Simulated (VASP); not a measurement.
# WC (Qusongite): phonons from a supercell, part 2 of 3

How does the lattice of WC (Qusongite) vibrate? The start is a cell from a database of measured crystal structures.

VASP 6.6.1; PBEsol; plane waves and PAW (W, C).

So far. Step 2 (Relax the host): The run ended after 3 ionic steps, 0.002 eV below its first step, once forces and stress met EDIFFG = -0.02. Step 3 (Tight relaxation): The run ended after 5 ionic steps, 0.000 eV below its first step, once forces and stress met EDIFFG = -0.002.

### 4. Force constants in the supercell

System of this step: WC (Qusongite). The cell holds 54 atoms: 27 W and 27 C. Its edges and angles: a = 8.691 Å, b = 8.691 Å, c = 8.481 Å, α = 90.0°, β = 90.0°, γ = 120.0°. It derives from WC (Qusongite).

Each independent atom is moved by 0.015 Å both ways; the forces give the force constants out to half the supercell.

File INCAR:

```
SYSTEM = WC
PREC = Accurate
ENCUT = 480
EDIFF = 1E-07
NELM = 120
ISMEAR = 1
SIGMA = 0.2
LREAL = Auto
ALGO = Fast
GGA = PS
NBANDS = 172
LASPH = .TRUE.
LWAVE = .FALSE.
LCHARG = .FALSE.
KPAR = 4
IBRION = 6
NSW = 1
NFREE = 2
POTIM = 0.015
ISIF = 0
ADDGRID = .TRUE.
```

File POSCAR:

```
WC
1.0
    8.6914049877      0.0000000000      0.0000000000
   -4.3457024940      7.5269775141      0.0000000000
    0.0000000000      0.0000000000      8.4810387039
W C
27 27
Direct
    0.0000000000      0.0000000000      0.0000000000
    0.0000000000      0.0000000000      0.3333333333
    0.0000000000      0.0000000000      0.6666666667
    0.0000000000      0.3333333333      0.0000000000
    0.0000000000      0.3333333333      0.3333333333
    0.0000000000      0.3333333333      0.6666666667
    0.0000000000      0.6666666667      0.0000000000
    0.0000000000      0.6666666667      0.3333333333
    0.0000000000      0.6666666667      0.6666666667
    0.3333333333      0.0000000000      0.0000000000
    0.3333333333      0.0000000000      0.3333333333
    0.3333333333      0.0000000000      0.6666666667
    0.3333333333      0.3333333333      0.0000000000
    0.3333333333      0.3333333333      0.3333333333
    0.3333333333      0.3333333333      0.6666666667
    0.3333333333      0.6666666667      0.0000000000
    0.3333333333      0.6666666667      0.3333333333
    0.3333333333      0.6666666667      0.6666666667
    0.6666666667      0.0000000000      0.0000000000
    0.6666666667      0.0000000000      0.3333333333
    0.6666666667      0.0000000000      0.6666666667
    0.6666666667      0.3333333333      0.0000000000
    0.6666666667      0.3333333333      0.3333333333
    0.6666666667      0.3333333333      0.6666666667
    0.6666666667      0.6666666667      0.0000000000
    0.6666666667      0.6666666667      0.3333333333
    0.6666666667      0.6666666667      0.6666666667
    0.2222222222      0.1111111111      0.1666666667
    0.2222222222      0.1111111111      0.5000000000
    0.2222222222      0.1111111111      0.8333333333
    0.2222222222      0.4444444444      0.1666666667
    0.2222222222      0.4444444444      0.5000000000
    0.2222222222      0.4444444444      0.8333333333
    0.2222222222      0.7777777778      0.1666666667
    0.2222222222      0.7777777778      0.5000000000
    0.2222222222      0.7777777778      0.8333333333
    0.5555555556      0.1111111111      0.1666666667
    0.5555555556      0.1111111111      0.5000000000
    0.5555555556      0.1111111111      0.8333333333
    0.5555555556      0.4444444444      0.1666666667
    0.5555555556      0.4444444444      0.5000000000
    0.5555555556      0.4444444444      0.8333333333
    0.5555555556      0.7777777778      0.1666666667
    0.5555555556      0.7777777778      0.5000000000
    0.5555555556      0.7777777778      0.8333333333
    0.8888888889      0.1111111111      0.1666666667
    0.8888888889      0.1111111111      0.5000000000
    0.8888888889      0.1111111111      0.8333333333
    0.8888888889      0.4444444444      0.1666666667
    0.8888888889      0.4444444444      0.5000000000
    0.8888888889      0.4444444444      0.8333333333
    0.8888888889      0.7777777778      0.1666666667
    0.8888888889      0.7777777778      0.5000000000
    0.8888888889      0.7777777778      0.8333333333
```

File KPOINTS:

```
Automatic mesh
0
Gamma
4 4 4
0 0 0
```

The projector-augmented-wave data sets are W and C (PBE family, release 64).

The run is started by

```bash
mpirun -np 4 vasp_std
```

The log of the run:

```text
[banner, memory and clock lines left out]
running    4 mpi-ranks, on    1 nodes
 distrk:  each k-point on    1 cores,    4 groups
 distr:  one band on    1 cores,    1 groups

 POSCAR found type information on POSCAR W C
 POSCAR found :  2 types and      54 ions
 [... a notice as in an earlier step ...]

 LDA part: xc-table for (Slater+PW92), standard interpolation
 POSCAR, INCAR and KPOINTS ok, starting setup
 FFT: planning ... GRIDC
 FFT: planning ... GRID_SOFT
 FFT: planning ... GRID
 WAVECAR not read
 entering main loop
       N       E                     dE             d eps       ncg     rms          rms(c)
DAV:   1     0.112969879532E+04    0.11297E+04   -0.12157E+05  4128   0.138E+03
DAV:   2    -0.556126943341E+03   -0.16858E+04   -0.16070E+04  4920   0.365E+02
DAV:   3    -0.722693856163E+03   -0.16657E+03   -0.16359E+03  5664   0.914E+01
DAV:   4    -0.727597110751E+03   -0.49033E+01   -0.48716E+01  5104   0.175E+01
DAV:   5    -0.727808759662E+03   -0.21165E+00   -0.21124E+00  5544   0.343E+00    0.183E+02
RMM:   6    -0.645282303013E+03    0.82526E+02   -0.38182E+02  4527   0.331E+01    0.496E+01
RMM:   7    -0.649615341857E+03   -0.43330E+01   -0.86022E+01  4813   0.178E+01    0.380E+01
RMM:   8    -0.650744956988E+03   -0.11296E+01   -0.10393E+01  4929   0.580E+00    0.378E+01
RMM:   9    -0.666968133087E+03   -0.16223E+02   -0.50161E+01  5538   0.110E+01    0.298E+01
RMM:  10    -0.657262372067E+03    0.97058E+01   -0.59560E+00  4191   0.487E+00    0.194E+01
RMM:  11    -0.655969079512E+03    0.12933E+01   -0.22107E+00  4451   0.260E+00    0.210E+01
RMM:  12    -0.654103183112E+03    0.18659E+01   -0.13014E+00  4907   0.203E+00    0.169E+01
RMM:  13    -0.653028622195E+03    0.10746E+01   -0.55069E-01  4889   0.120E+00    0.157E+01
RMM:  14    -0.652540976922E+03    0.48765E+00   -0.13552E-01  5171   0.647E-01    0.146E+01
RMM:  15    -0.652257470461E+03    0.28351E+00   -0.43786E-02  5019   0.349E-01    0.144E+01
RMM:  16    -0.649913675478E+03    0.23438E+01   -0.22611E+00  7300   0.228E+00    0.102E+01
RMM:  17    -0.648147376286E+03    0.17663E+01   -0.33841E+00  7342   0.276E+00    0.500E+00
RMM:  18    -0.647939325903E+03    0.20805E+00   -0.16112E-01  5375   0.595E-01    0.415E+00
RMM:  19    -0.647880035357E+03    0.59291E-01   -0.31656E-02  5235   0.326E-01    0.367E+00
RMM:  20    -0.647726250408E+03    0.15378E+00   -0.14661E-01  5845   0.594E-01    0.277E+00
RMM:  21    -0.647572011746E+03    0.15424E+00   -0.50534E-01  6912   0.110E+00    0.763E-01
RMM:  22    -0.647556659985E+03    0.15352E-01   -0.54588E-02  5232   0.373E-01    0.246E-01
RMM:  23    -0.647555671011E+03    0.98897E-03   -0.22665E-02  5060   0.251E-01    0.237E-01
RMM:  24    -0.647555782630E+03   -0.11162E-03   -0.14473E-03  4358   0.759E-02    0.130E-01
RMM:  25    -0.647555769966E+03    0.12664E-04   -0.28517E-04  4580   0.323E-02    0.849E-02
RMM:  26    -0.647555760787E+03    0.91788E-05   -0.19322E-04  4390   0.247E-02    0.469E-02
RMM:  27    -0.647555765474E+03   -0.46862E-05   -0.32016E-05  4593   0.121E-02    0.375E-02
RMM:  28    -0.647555767894E+03   -0.24204E-05   -0.10421E-05  4817   0.536E-03    0.249E-02
RMM:  29    -0.647555765263E+03    0.26306E-05   -0.19854E-06  4258   0.296E-03    0.176E-02
RMM:  30    -0.647555763206E+03    0.20571E-05   -0.70150E-06  4515   0.418E-03    0.999E-03
RMM:  31    -0.647555763089E+03    0.11676E-06   -0.28427E-06  4576   0.291E-03    0.193E-03
RMM:  32    -0.647555762999E+03    0.90819E-07   -0.55412E-07  3190   0.150E-03
   1 F= -.64755576E+03 E0= -.64756387E+03  d E =0.243330E-01
 Found     4 degrees of freedom:
 Finite differences POTIM= 0.01500 DOF=   4
 bond charge predicted
       N       E                     dE             d eps       ncg     rms          rms(c)
DAV:   1    -0.647551995550E+03    0.37675E-02   -0.56398E-01 11436   0.139E+00    0.158E-01
RMM:   2    -0.647552167546E+03   -0.17200E-03   -0.53863E-03 10333   0.198E-01    0.156E-01
RMM:   3    -0.647552239778E+03   -0.72231E-04   -0.16839E-03 12484   0.752E-02    0.953E-02
RMM:   4    -0.647552153165E+03    0.86613E-04   -0.41797E-04 10421   0.412E-02    0.203E-02
RMM:   5    -0.647552155493E+03   -0.23281E-05   -0.99886E-05 11902   0.205E-02    0.132E-02
RMM:   6    -0.647552154391E+03    0.11020E-05   -0.18621E-05 12628   0.782E-03    0.919E-03
RMM:   7    -0.647552153696E+03    0.69473E-06   -0.78198E-06 11373   0.484E-03    0.435E-03
RMM:   8    -0.647552153789E+03   -0.92692E-07   -0.11974E-06 10269   0.268E-03    0.238E-03
RMM:   9    -0.647552153729E+03    0.60340E-07   -0.47203E-07  8186   0.139E-03
   2 F= -.64755215E+03 E0= -.64756027E+03  d E =0.243463E-01
[...]
3 F= -.64755215E+03 E0= -.64756027E+03  d E =0.243463E-01
[...]
4 F= -.64755166E+03 E0= -.64755977E+03  d E =0.243470E-01
[...]
5 F= -.64755166E+03 E0= -.64755977E+03  d E =0.243471E-01
[...]
6 F= -.64755375E+03 E0= -.64756187E+03  d E =0.243407E-01
[...]
7 F= -.64755370E+03 E0= -.64756181E+03  d E =0.243406E-01
[...]
8 F= -.64755348E+03 E0= -.64756159E+03  d E =0.243397E-01
 Finite differences progress:
  Degree of freedom:   4/  4
  Displacement:        1/  2
  Total:               7/  8
 bond charge predicted
       N       E                     dE             d eps       ncg     rms          rms(c)
DAV:   1    -0.647553969644E+03   -0.49318E-03   -0.19691E+00  4640   0.335E+00    0.291E-01
RMM:   2    -0.647553538574E+03    0.43107E-03   -0.23577E-02  4485   0.476E-01    0.648E-01
RMM:   3    -0.647553951627E+03   -0.41305E-03   -0.52805E-03  5219   0.144E-01    0.467E-01
RMM:   4    -0.647553597943E+03    0.35368E-03   -0.15703E-03  4562   0.770E-02    0.303E-01
RMM:   5    -0.647553495171E+03    0.10277E-03   -0.74540E-04  4824   0.545E-02    0.206E-01
RMM:   6    -0.647553467307E+03    0.27864E-04   -0.14631E-04  4974   0.245E-02    0.175E-01
RMM:   7    -0.647553455211E+03    0.12096E-04   -0.34935E-05  4949   0.108E-02    0.131E-01
RMM:   8    -0.647553452235E+03    0.29759E-05   -0.12286E-05  5260   0.569E-03    0.791E-02
RMM:   9    -0.647553450197E+03    0.20382E-05   -0.35784E-06  5169   0.319E-03    0.564E-02
RMM:  10    -0.647553448969E+03    0.12287E-05   -0.19638E-06  4847   0.223E-03    0.386E-02
RMM:  11    -0.647553448035E+03    0.93392E-06   -0.26649E-06  4971   0.252E-03    0.134E-02
RMM:  12    -0.647553448021E+03    0.13555E-07   -0.10248E-06  4371   0.163E-03    0.821E-03
RMM:  13    -0.647553448019E+03    0.19427E-08   -0.24324E-07  2912   0.973E-04
   9 F= -.64755345E+03 E0= -.64756156E+03  d E =0.243397E-01
 Finite differences progress:
  Degree of freedom:   4/  4
  Displacement:        2/  2
  Total:               8/  8
```

It took 57 min on 4 MPI ranks of AMD EPYC 9R45, shared host; peak memory 12 GiB.

(Part 2 of 3 ends here.)

[Lines on the potential files, build, host, timing and source positions are cut from VASP's logs without a mark.]

[Logs are printed without paths, hosts, clocks, repeated set-up lines and the standing remarks that a program may print on its own settings, such as how far it seeks lower states.]

[Hosts, paths, dates, database ids (printed as entryN), source tags and the programs' standing remarks are cut or masked in the printed files.]

[Runs that stopped without an error message from VASP are left out.]
